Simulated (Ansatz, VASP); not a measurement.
# Ta (Ta(110)) in two plane-wave programs, part 2 of 2

Wanted: the spread between two codes on one cell, functional and k mesh. Of the first pair: The structure shown is the start of the Ansatz relaxation below; VASP solves that cell, so the two are compared at the walk's first step.

VASP 6.6.1 and Ansatz 0.2.0.

So far. Step 4 (Differences): The forces differ by 3.1 meV/Å r.m.s., which is 0.9 % of the r.m.s. force of 0.339 eV/Å (both taken over all components). With vacuum in the cell, a pressure given here is an average over mostly empty space and none of the material.

### 6. VASP: single point, PBEsol, relaxed cell, pair 2

Level of this step: PBEsol; plane waves and PAW (Ta_pv) (VASP).

The same cell, functional, mesh and smearing now go to VASP, with its own data sets.

Input file INCAR:

```
SYSTEM = Ta
PREC = Accurate
ENCUT = 400
EDIFF = 1E-06
NELM = 120
ISMEAR = -1
SIGMA = 0.1
LREAL = .FALSE.
ALGO = Normal
GGA = PS
NBANDS = 28
LASPH = .TRUE.
LORBIT = 11
LWAVE = .FALSE.
LCHARG = .FALSE.
ISIF = 2
LDIPOL = .TRUE.
IDIPOL = 3
DIPOL = 0.5 0.5 0.498
LVHAR = .TRUE.
GGA_COMPAT = .FALSE.
NELMDL = -8
KPAR = 4
```

Input file POSCAR:

```
Ta
1.0
    2.3405234457     -1.6550000000      0.0000000000
    2.3405234457      1.6550000000      0.0000000000
    0.0000000000      0.0000000000     25.0215703372
Ta
4
Direct
    0.0000000000      0.0000000000      0.3596896549
    0.5000000000      0.5000000000      0.4532298850
    0.0000000000      0.0000000000      0.5448247150
    0.5000000000      0.5000000000      0.6325733892
```

Input file KPOINTS:

```
Automatic mesh
0
Gamma
11 11 1
0 0 0
```

PAW data sets: Ta_pv (PBE family, release 64).

Command:

```
mpirun -np 4 vasp_std
```

Numbers of over 12 decimals in the logs are rounded to 6 here.

Log:

```text
[banner, memory and clock lines left out]
running    4 mpi-ranks, on    1 nodes
[...]
[... a notice as in an earlier step ...]

 LDA part: xc-table for (Slater+PW92), standard interpolation
 POSCAR, INCAR and KPOINTS ok, starting setup
[...]
entering main loop
       N       E                     dE             d eps       ncg     rms          rms(c)
DAV:   1     0.284887065003E+03    0.28489E+03   -0.23100E+04  2656   0.114E+03
DAV:   2    -0.391746581107E+02   -0.32406E+03   -0.31908E+03  2476   0.329E+02
DAV:   3    -0.513072868250E+02   -0.12133E+02   -0.11705E+02  2452   0.576E+01
DAV:   4    -0.518621998483E+02   -0.55491E+00   -0.54359E+00  2868   0.102E+01
[...]
DAV:  28    -0.477304029599E+02   -0.50063E-05   -0.12797E-06  1440   0.535E-03    0.163E-03
DAV:  29    -0.477304055942E+02   -0.26342E-05   -0.28657E-07  1352   0.275E-03    0.719E-04
DAV:  30    -0.477304063915E+02   -0.79737E-06   -0.79846E-08  1228   0.120E-03
   1 F= -.47730406E+02 E0= -.47646562E+02  d E =-.167689E+00
```

From OUTCAR (step 6):

```text
  Total       -5.1265586     -4.7065348     -1.7193500      0.0000000      0.0000000      0.0000000
  in kB      -42.3721945    -38.9006008    -14.2108260      0.0000000      0.0000000      0.0000000
  external PRESSURE =     -31.8278738 kB  Pullay stress =       0.0000000 kB

 POSITION                                       TOTAL-FORCE (eV/Angst)
 -----------------------------------------------------------------------------------
      0.00000      0.00000      9.00000         0.000000      0.000000      0.734441
      2.34052      0.00000     11.34052         0.000000      0.000000     -0.746380
      0.00000      0.00000     13.63237         0.000000      0.000000      0.003723
      2.34052      0.00000     15.82798        -0.000000      0.000000      0.008216
 -----------------------------------------------------------------------------------
    total drift:                               -0.000000      0.000000     -0.000041

  FREE ENERGIE OF THE ION-ELECTRON SYSTEM (eV)
  ---------------------------------------------------
  free  energy   TOTEN  =       -47.7304063915 eV

  energy  without entropy=      -47.5627175278  energy(sigma->0) =      -47.64656196

[... 2 parts as in an earlier step ...]

[... 1 further part left out ...]
[key lines of the parts left out:]
E-fermi :  -0.9035
```

### 7. Differences

What differs besides the data sets and the points named for the pairs above, as far as they apply: the data sets hold 52 valence electrons in Ansatz (on its default PAW (the set named soft_2) files) and 44 in VASP. Total energies have different zeros and are not compared.

Compared:

| quantity | Ansatz | VASP | difference |
| --- | --- | --- | --- |
| work function, lower of the two faces (eV) | 4.82 | 4.82 | 0.00 |
| work function, higher of the two faces (eV) | 4.92 | 4.92 | 0.00 |

Forces (eV/Å; atoms numbered as in POSCAR):

| atom | Ansatz x, y, z | VASP x, y, z |
| --- | --- | --- |
| Ta1 | 0.000, 0.000, 0.738 | 0.000, 0.000, 0.734 |
| Ta2 | 0.000, 0.000, -0.737 | 0.000, 0.000, -0.746 |
| Ta3 | 0.000, 0.000, 0.000 | 0.000, 0.000, 0.004 |
| Ta4 | 0.000, 0.000, -0.001 | 0.000, 0.000, 0.008 |

The forces differ by 4.2 meV/Å r.m.s., which is 1.4 % of the r.m.s. force of 0.302 eV/Å (both taken over all components). With vacuum in the cell, a pressure given here is an average over mostly empty space and none of the material.

### 8. Ansatz: single point, PBEsol, pair 3

With cell and atoms fixed, the geometry can't cause a difference; cores, projectors, grids and the points listed under the comparison can. This pair takes another cell of the material, with 16 atoms against 4 for the pair before.

The cell is taken from a series of runs on this material, whose earlier steps may have relaxed, scaled, displaced or heated it; both programs get it as it stands.

Input file input.yaml:

```yaml
crystal:
  lattice:
    - [4.6810468914, -3.31, 0.0]
    - [4.6810468914, 3.31, 0.0]
    - [0.0, 0.0, 28.3823835106]
  atoms:
    - { symbol: Ta, position: [0.0, 0.0, 0.3170981041] }
    - { symbol: Ta, position: [0.25, 0.25, 0.3995620538] }
    - { symbol: Ta, position: [0.0020763737, -0.0019945412, 0.4802083964] }
    - { symbol: Ta, position: [0.2497348807, 0.252362961, 0.5566130306] }
    - { symbol: Ta, position: [0.0, 0.5, 0.3170981041] }
    - { symbol: Ta, position: [0.25, 0.75, 0.3995620538] }
    - { symbol: Ta, position: [-0.0020763737, 0.5019945412, 0.4802083964] }
    - { symbol: Ta, position: [0.2473185125, 0.7541544551, 0.5610136775] }
    - { symbol: Ta, position: [0.5, 0.0, 0.3170981041] }
    - { symbol: Ta, position: [0.75, 0.25, 0.3995620538] }
    - { symbol: Ta, position: [0.5024049344, -0.0021099807, 0.4803025832] }
    - { symbol: Ta, position: [0.7502651193, 0.247637039, 0.5566130306] }
    - { symbol: Ta, position: [0.5, 0.5, 0.3170981041] }
    - { symbol: Ta, position: [0.75, 0.75, 0.3995620538] }
    - { symbol: Ta, position: [0.4975950656, 0.5021099807, 0.4803025832] }
    - { symbol: Ta, position: [0.7526814875, 0.7458455449, 0.5610136775] }
kpoints:
  mp_grid: { grid: [6, 6, 1] }
hamiltonian:
  xc: pbesol
scf:
  occupations: { method: fermi_dirac, width: 0.1 }
  convergence: { dr2_threshold: 1.0e-08 }
efield:
  axis: 3
  dipole_correction: true
  ramp_position: 0.97
  ramp_width: 0.06
output:
  write_potential: true
  write_density: true
  volumetric_format: npy
```

Command:

```
ansatz run input.yaml --threads 4 --pin off --max-ram 6144MiB --backend cpu --events-out ev --progress --plain --runs-dir out
```

Log:

```text
[...]
Crystal: 16 atoms, lattice volume = 879.528 Å³
Basis set: ecut = 420 eV, 17279 PW (Γ)
Bands: 125, of which v1, the nominal top of the filled ones, is band 104 counted from 1 (103 counted from 0)
Symmetry: 2 space group operations
[...]
k-points: 20 of 36
[...]
k-point 0: bands = [... 100 lower, 2.8356, 3.0698, 3.3146, 3.4090, 3.5932, 3.8168, 4.2027, 4.2084, ... 17 higher]
  k-point 1: bands = [... 100 lower, 2.8367, 2.8807, 3.0894, 3.3425, 3.5885, 3.6346, 3.6909, 3.8207, ... 17 higher]
  k-point 2: bands = [... 100 lower, 2.6256, 2.7069, 2.7610, 2.8018, 2.8440, 2.9079, 2.9976, 3.0872, ... 17 higher]
  k-point 19: bands = [... 100 lower, 2.9609, 3.0093, 3.0766, 3.0914, 3.1374, 3.1506, 3.1580, 3.1900, ... 17 higher]
[key lines of the parts left out:]
SCF converged after 9 iterations
Free energy (F): -156893.928019 eV
Fermi energy:    2.940838 eV
Dipole field:    D = 0.003070 V/Å  (p = 0.014923 e·Å, saw-weighted, corrected)
Work function:   Φ+ = 4.8300 eV   Φ− = 4.9171 eV
```

### 9. VASP: single point, PBEsol, pair 3

The same cell, functional, mesh and smearing now go to VASP, with its own data sets.

Edit INCAR of step 6 so:

```diff
@@ -10,3 +10,3 @@
 GGA = PS
-NBANDS = 28
+NBANDS = 109
 LASPH = .TRUE.
@@ -18,3 +18,3 @@
 IDIPOL = 3
-DIPOL = 0.5 0.5 0.498
+DIPOL = 0.5 0.5 0.439
 LVHAR = .TRUE.
```

Input file POSCAR:

```
Ta
1.0
    4.6810468914     -3.3100000000      0.0000000000
    4.6810468914      3.3100000000      0.0000000000
    0.0000000000      0.0000000000     28.3823835106
Ta
16
Direct
    0.0000000000      0.0000000000      0.3170981041
    0.2500000000      0.2500000000      0.3995620538
    0.0020763737      0.9980054588      0.4802083964
    0.2497348807      0.2523629610      0.5566130306
    0.0000000000      0.5000000000      0.3170981041
    0.2500000000      0.7500000000      0.3995620538
    0.9979236263      0.5019945412      0.4802083964
    0.2473185125      0.7541544551      0.5610136775
    0.5000000000      0.0000000000      0.3170981041
    0.7500000000      0.2500000000      0.3995620538
    0.5024049344      0.9978900193      0.4803025832
    0.7502651193      0.2476370390      0.5566130306
    0.5000000000      0.5000000000      0.3170981041
    0.7500000000      0.7500000000      0.3995620538
    0.4975950656      0.5021099807      0.4803025832
    0.7526814875      0.7458455449      0.5610136775
```

Input file KPOINTS:

```
Automatic mesh
0
Gamma
6 6 1
0 0 0
```

Command:

```
mpirun -np 4 vasp_std
```

Log:

```text
[banner, memory and clock lines left out]
running    4 mpi-ranks, on    1 nodes
[...]
[... a notice as in an earlier step ...]

 LDA part: xc-table for (Slater+PW92), standard interpolation
 POSCAR, INCAR and KPOINTS ok, starting setup
[...]
entering main loop
       N       E                     dE             d eps       ncg     rms          rms(c)
DAV:   1     0.131287349980E+04    0.13129E+04   -0.89042E+04  5648   0.115E+03
DAV:   2    -0.133803426037E+03   -0.14467E+04   -0.14109E+04  5123   0.344E+02
DAV:   3    -0.202867255591E+03   -0.69064E+02   -0.65473E+02  5160   0.647E+01
DAV:   4    -0.207250688893E+03   -0.43834E+01   -0.42974E+01  5976   0.129E+01
[...]
DAV:  35    -0.190816196464E+03   -0.31821E-05   -0.97973E-08  2792   0.943E-04    0.531E-04
DAV:  36    -0.190816197518E+03   -0.10539E-05   -0.42246E-08  2584   0.550E-04    0.431E-04
DAV:  37    -0.190816198336E+03   -0.81867E-06   -0.30086E-08  2624   0.643E-04
   1 F= -.19081620E+03 E0= -.19045246E+03  d E =-.727480E+00
```

Parts of OUTCAR (step 9):

```text
  Total      -21.2349786    -19.6478000     -8.6491075     -0.0321196      0.0000000      0.0000000
  in kB      -38.6823246    -35.7910687    -15.7554943     -0.0585101      0.0000000      0.0000000
  external PRESSURE =     -30.0762958 kB  Pullay stress =       0.0000000 kB

 POSITION                                       TOTAL-FORCE (eV/Angst)
 -----------------------------------------------------------------------------------
      0.00000      0.00000      9.00000        -0.001723      0.025558      0.731268
      2.34052      0.00000     11.34052         0.011097      0.000869     -0.747786
      4.68143      3.29653     13.62946         0.045625      0.017810      0.135675
      2.35034      0.00870     15.79800        -0.016474      0.032014      0.235449
      2.34052      1.65500      9.00000         0.001723     -0.025558      0.731268
      4.68105      1.65500     11.34052         0.010093      0.003424     -0.681374
      7.02119     -1.64153     13.62946        -0.045625     -0.017810      0.135675
      4.68794      1.67763     15.92291        -0.034912     -0.119700     -0.571553
      2.34052     -1.65500      9.00000         0.000153      0.025594      0.718197
      4.68105     -1.65500     11.34052        -0.011097     -0.000869     -0.747786
      7.02295      1.64006     13.63213         0.022459      0.018588      0.180124
      4.67123     -1.66370     15.79800         0.016474     -0.032014      0.235449
      4.68105      0.00000      9.00000        -0.000153     -0.025594      0.718197
      7.02157      0.00000     11.34052        -0.010093     -0.003424     -0.681374
      4.67967      0.01494     13.63213        -0.022459     -0.018588      0.180124
      7.01468     -0.02263     15.92291         0.034912      0.119700     -0.571553
 -----------------------------------------------------------------------------------
    total drift:                               -0.000000      0.000000     -0.000247

  FREE ENERGIE OF THE ION-ELECTRON SYSTEM (eV)
  ---------------------------------------------------
  free  energy   TOTEN  =      -190.8161983364 eV

  energy  without entropy=     -190.0887181701  energy(sigma->0) =     -190.45245825

[... 3 further parts left out ...]
[key lines of the parts left out:]
E-fermi :  -1.3748
```

### 10. Comparison

What differs besides the data sets and the points named for the pairs above, as far as they apply: the data sets hold 208 valence electrons in Ansatz (on its default PAW (the set named soft_2) files) and 176 in VASP. Total energies have different zeros and are not compared.

Compared:

| quantity | Ansatz | VASP | difference |
| --- | --- | --- | --- |
| work function, lower of the two faces (eV) | 4.83 | 4.83 | 0.00 |
| work function, higher of the two faces (eV) | 4.92 | 4.92 | 0.00 |

With vacuum in the cell, a pressure given here is an average over mostly empty space and none of the material.

### 11. Results

```yaml
r_m_s_force_difference_single_point_pbesol_start_cell_pair_1: 0.90 % of the r.m.s. force
r_m_s_force_difference_single_point_pbesol_relaxed_cell_pair_2: 1.4 % of the r.m.s. force
difference_in_work_function_higher_of_the_two_faces_single_point_pbesol_pair_3: 0.0013 eV
```

The r.m.s. force difference is 1.4 % of the r.m.s. force (single point, PBEsol, relaxed cell, pair 2), within the 3 % picked in this series as the mark of a large difference. The data sets hold unlike numbers of valence electrons (52 in Ansatz and 44 in VASP and 208 in Ansatz and 176 in VASP), so part of the differences comes from the potentials. Such differences can come from data sets, numerical settings and the points named under the comparisons, not from the functional's error against experiment.

[Lines on the potential files, build, host, timing and source positions are cut from VASP's logs without a mark.]

[Logs are printed without paths, hosts, clocks, repeated set-up lines and the standing remarks that a program may print on its own settings, such as how far it seeks lower states.]

[Hosts, paths, dates, database ids (printed as entryN), source tags and the programs' standing remarks are cut or masked in the printed files.]
